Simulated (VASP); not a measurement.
Ni:

```
Ni
1.0
     0.00000    1.76194    1.76194
     1.76194    0.00000    1.76194
     1.76194    1.76194    0.00000
Ni
1
Direct
  0.00000 0.00000 0.00000
```

| Property | Result |
| --- | --- |
| Program | VASP 6.6.1 |
| Task | relaxation of cell and atoms |
| Functional | LDA |
| Potentials or basis | VASP PAW LDA potentials, release 64 (Ni) |
| Cutoff | 520 eV |
| k mesh | 20 × 20 × 20 |
| Occupations | gaussian, width 0.1 eV |
| Spin | collinear spin, ferromagnetic start |
| Starting moments | [0.8] μB |

At the start: pressure -17.7 GPa; volume 10.94 Å³/atom.

Where does the relaxation end?

Over 6 steps the energy falls by 54.8 meV/atom and the volume is 10.03 Å³/atom (-8.3 %); space group Fm-3m (No. 225, to 0.05 Å); moment 0.60 μB per cell.

Step by step:
| step | energy change (eV) | largest force (eV/Å) | pressure (GPa) | volume (Å³) |
| --- | --- | --- | --- | --- |
| 1 | 0.0000 | 0.0000 | -17.73 | 10.94 |
| 2 | 0.0207 | 0.0000 | 29.71 | 9.13 |
| 3 | -0.0548 | 0.0000 | -0.32 | 10.04 |
| 4 | -0.0548 | 0.0000 | 0.09 | 10.03 |
| 5 | -0.0548 | 0.0000 | -0.08 | 10.03 |
| 6 | -0.0548 | 0.0000 | 0.02 | 10.03 |

Final structure:
```
Ni
1.0
     0.00000    1.71171    1.71171
     1.71171    0.00000    1.71171
     1.71171    1.71171    0.00000
Ni
1
Cartesian
  0.0000 0.0000 0.0000
```
